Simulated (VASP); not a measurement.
Consider the following.

```xyz
4
Lattice="0.0000 1.9866 1.9866 1.9866 0.0000 1.9866 7.6110 7.6110 0.3352" Properties=species:S:1:pos:R:3 pbc="T T T"
Pt     7.4930     7.4930     0.4532
Pt     1.9027     3.8893     2.0704
Pt     5.9100     5.9100     4.0228
Al     5.7082     7.6948     2.2380
```

These are PBEsol GGA, VASP's PBE PAW potentials (set 64) (plane waves; VASP 6.6.1) values and carry that method's errors. Run with 400 eV cut-off, Gaussian smearing of 0.050 eV, potentials Pt Al.

Unless said otherwise, spin-orbit coupling is left out, though it shifts the bands of the heavy elements here.

Task: What does the run give for the band gap (along the path) with the smallest direct gap where there is one?

Result: 
```
Property                                                     Result
-------------------------  ----------------------------------------
band gap (along the path)  none (metal, semimetal or under 0.01 eV)
```

The structure was generated: AlPt3 was put into an ordered model structure (R-3m), which need not be its known phase. It was relaxed first. The electron count is odd and the run is not spin-polarised, which forces a metal.
